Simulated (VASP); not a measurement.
An input for Ansatz (written as the equivalent of a VASP run, and not itself run):

Ansatz 0.2 input:
```yaml
crystal:
  lattice:
    - [0.0000000, 2.8250000, 2.8250000]
    - [2.8250000, 0.0000000, 2.8250000]
    - [2.8250000, 2.8250000, 0.0000000]
  atoms:
    - { symbol: Ga, position: [0.0000000, 0.0000000, 0.0000000] }
    - { symbol: As, position: [0.7500000, 0.7500000, 0.7500000] }
kpoints:
  mp_grid: { grid: [7, 7, 7] }
hamiltonian:
  xc: r2scan
  pseudopotentials: { kind: paw }
scf:
  occupations: { method: gaussian, width: 0.05 }
  max_iter: 100
relax:
  max_steps: 60
  f_tol: 0.01
  cell: {}
output: { forces: true, stress: true, eigenvalues: true }
```

Translate this input to VASP (INCAR, KPOINTS, POSCAR, choice of POTCAR).

One answer among several that fit: 
### INCAR
```
EDIFF = 1E-6
ALGO = Normal   # blocked Davidson
SIGMA = 0.05   # width (eV)
SYSTEM = GaAs
NSW = 60   # most ionic steps
PREC = Accurate
METAGGA = R2SCAN
ISIF = 3   # ions, shape and volume
LMIXTAU = .True.
LMAXMIX = 4
IBRION = 2   # conjugate gradients
ENCUT = 480   # plane-wave cut-off (eV)
EDIFFG = -0.01   # ionic stop
LCHARG = .False.
LREAL = .False.
NELM = 100   # most electronic steps
ISMEAR = 0
LWAVE = .False.
LASPH = .True.
```

### KPOINTS
```
Regular mesh
0
G
7 7 7
```

POSCAR:
```
GaAs
1
    0.0000000000     2.8250000000     2.8250000000
    2.8250000000     0.0000000000     2.8250000000
    2.8250000000     2.8250000000     0.0000000000
Ga As
1 1
Direct
  0.0000000000   0.0000000000   0.0000000000
  0.7500000000   0.7500000000   0.7500000000
```

POTCAR, in this order: Ga_d As (PBE.64 set). Program: vasp_std.

Limits of the translation: each code has its own PAW files, so the cut-off isn't converted (ENCUT is set for VASP's; basis.ecutwfc is left out, and Ansatz then takes the one that its files recommend); Ansatz stops its SCF on the density residual and VASP on the energy change (EDIFF).

The compound is GaAs in the zinc blende structure. This run relaxes it. Symmetry was kept, so distortions that lower it aren't found.
